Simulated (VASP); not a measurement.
```
CELL_PARAMETERS angstrom
      0.00000     1.94036     1.94036
      1.94036     0.00000     1.94036
      7.36005     7.36005     0.40138
ATOMIC_POSITIONS crystal
  Cu 0.99221 0.99221 0.00584
  Cu 0.00779 0.00779 0.24416
  Al 0.02129 0.02129 0.48403
  Al 0.97871 0.97871 0.76597
```

These are PBEsol GGA, VASP's PBE PAW potentials (set 64) (plane waves; VASP) values and carry that method's errors. Settings: 400 eV cut-off, 15×15×4 Γ-centred mesh, tetrahedra with Blöchl corrections, potentials Cu Al.

Question: Estimate the energy per atom (σ→0), band gap (on the k-mesh) with the smallest direct gap where there is one.

Answer: 
```yaml
band gap (on the k-mesh): none (metal, semimetal or under 0.01 eV)
energy per atom (σ→0): -4.244 eV/atom
```

Total energies compare only between runs with the same potentials, cut-off and functional.

The structure was generated: Al2Cu2 was put into an ordered model structure (R-3m), which need not be its known phase. It was relaxed first.
